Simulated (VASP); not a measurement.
Calculation: PBEsol GGA, VASP's PBE PAW potentials (set 64) (plane waves; VASP).

Input for VASP

**INCAR**
```
SYSTEM = LaP
PREC = Accurate
ENCUT = 400
EDIFF = 1E-7
NELM = 100
ALGO = Normal
LREAL = .FALSE.
LASPH = .TRUE.
ISMEAR = -5
GGA = PS
LMAXMIX = 6
LWAVE = .FALSE.
LCHARG = .TRUE.
LORBIT = 11
NEDOS = 601
ISIF = 2
```

**KPOINTS**
```
Automatic mesh
0
Gamma
12 12 12
0 0 0
```

File POSCAR:
```
LaP
5.9766650
  0.0000000000   0.5000000046   0.5000000046
  0.5000000046   0.0000000000   0.5000000046
  0.5000000046   0.5000000046   0.0000000000
P La
1 1
Cartesian
  0.5000000046   0.5000000046   0.5000000046
  0.0000000000   0.0000000000   0.0000000000
```

POTCAR, in this order: P La (PBE.64 set). Program: vasp_std.

Q: What does the run give for the energy per atom (σ→0), band gap (on the k-mesh)?

A: 
```
Item                                                         Value
------------------------  ----------------------------------------
energy per atom (σ→0)                               -7.113 eV/atom
band gap (on the k-mesh)  none (metal, semimetal or under 0.01 eV)
```

File OSZICAR:
```
...
DAV:  10    -0.142267985696E+02   -0.49738E-03   -0.44600E-03  2840   0.724E-01    0.560E-02
DAV:  11    -0.142266766079E+02    0.12196E-03   -0.12403E-03  2928   0.345E-01    0.368E-02
DAV:  12    -0.142267085721E+02   -0.31964E-04   -0.14386E-04  2924   0.870E-02    0.208E-02
DAV:  13    -0.142267212681E+02   -0.12696E-04   -0.59343E-05  2888   0.532E-02    0.107E-02
DAV:  14    -0.142267233921E+02   -0.21240E-05   -0.49927E-05  2740   0.617E-02    0.240E-03
DAV:  15    -0.142267247091E+02   -0.13170E-05   -0.32061E-06  2768   0.201E-02    0.205E-03
DAV:  16    -0.142267246905E+02    0.18612E-07   -0.41934E-07  2604   0.495E-03
   1 F= -.14226725E+02 E0= -.14226725E+02  d E =0.000000E+00
```

The structure comes from a measured LaP entry (Fm-3m) of the Crystallography Open Database, whose conditions weren't checked. It was relaxed first.
